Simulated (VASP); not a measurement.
Calculation: PBE GGA, VASP's PBE PAW potentials (set 64) (plane waves; VASP).

The input files of a VASP run:

**INCAR**
```
SYSTEM  =  GaP
PREC  =  Accurate; ENCUT  =  520; LREAL  =  .False.
LASPH  =  .True.
EDIFF  =  1E-7; NELM  =  100; ALGO  =  Normal
LMAXMIX  =  4
ISMEAR  =  0; SIGMA  =  0.05
GGA  =  PE
ISIF  =  2
LWAVE  =  .False.; LCHARG  =  .False.
```

**KPOINTS**
```
Automatic mesh
0
gamma
  8 8 8
```

POSCAR:
```
GaP
3.8137750
  0.0000000000   0.7071067444   0.7071067444
  0.7071067444   0.0000000000   0.7071067444
  0.7071067444   0.7071067444   0.0000000000
Ga P
1 1
Direct
  0.0000000000   0.0000000000   0.0000000000
  0.2500000000   0.2500000000   0.2500000000
```

POTCAR, in this order: Ga_d P (PBE.64 set). Program: vasp_std.

The resulting files:

### OSZICAR
```
       N       E                     dE             d eps       ncg     rms          rms(c)
DAV:   1     0.818220557363E+02    0.81822E+02   -0.94560E+03   762   0.200E+03
DAV:   2    -0.295292945967E+01   -0.84775E+02   -0.81849E+02   814   0.332E+02
DAV:   3    -0.925241427525E+01   -0.62995E+01   -0.62686E+01   944   0.768E+01
DAV:   4    -0.936201398445E+01   -0.10960E+00   -0.10954E+00   902   0.110E+01
DAV:   5    -0.936433743750E+01   -0.23235E-02   -0.23233E-02   950   0.138E+00    0.441E+00
DAV:   6    -0.911434364584E+01    0.24999E+00   -0.46986E-01  1136   0.134E+01    0.292E+00
DAV:   7    -0.908489383463E+01    0.29450E-01   -0.12566E-01   986   0.271E+00    0.116E+00
DAV:   8    -0.908487662807E+01    0.17207E-04   -0.15346E-02   902   0.190E+00    0.189E-01
DAV:   9    -0.908523017655E+01   -0.35355E-03   -0.16158E-03   971   0.707E-01    0.847E-02
DAV:  10    -0.908528688401E+01   -0.56707E-04   -0.13224E-04  1128   0.132E-01    0.365E-02
DAV:  11    -0.908535521874E+01   -0.68335E-04   -0.98509E-05   819   0.102E-01    0.603E-03
DAV:  12    -0.908535466472E+01    0.55402E-06   -0.40039E-06  1053   0.343E-02    0.329E-03
DAV:  13    -0.908535506446E+01   -0.39974E-06   -0.12256E-06   849   0.109E-02    0.177E-03
DAV:  14    -0.908535498715E+01    0.77314E-07   -0.86028E-08   627   0.410E-03
   1 F= -.90853550E+01 E0= -.90853550E+01  d E =-.387114E-11
```

**OUTCAR**
```
------------------------ aborting loop because EDIFF is reached ----------------------------------------
  FORCE on cell =-STRESS in cart. coord.  units (eV):
  Direction    XX          YY          ZZ          XY          YZ          ZX
  --------------------------------------------------------------------------------------
  Total        1.3294862      1.3294862      1.3294862      0.0000000      0.0000000     -0.0000000
  in kB       54.3055584     54.3055584     54.3055584      0.0000000      0.0000000     -0.0000000
  external PRESSURE =      54.3055584 kB  Pullay stress =       0.0000000 kB
  volume of cell :       39.22
      direct lattice vectors                 reciprocal lattice vectors
     0.000000000  2.696746024  2.696746024    -0.185408635  0.185408635  0.185408635
     2.696746024  0.000000000  2.696746024     0.185408635 -0.185408635  0.185408635
     2.696746024  2.696746024  0.000000000     0.185408635  0.185408635 -0.185408635
  FREE ENERGIE OF THE ION-ELECTRON SYSTEM (eV)
  ---------------------------------------------------
  free  energy   TOTEN  =        -9.0853549871 eV

  energy  without entropy=       -9.0853549871  energy(sigma->0) =       -9.08535499
```
(Selected blocks of OUTCAR.)

The compound is GaP in the zinc blende structure. This cell is one point of a volume scan, at 0.94 of the reference volume.
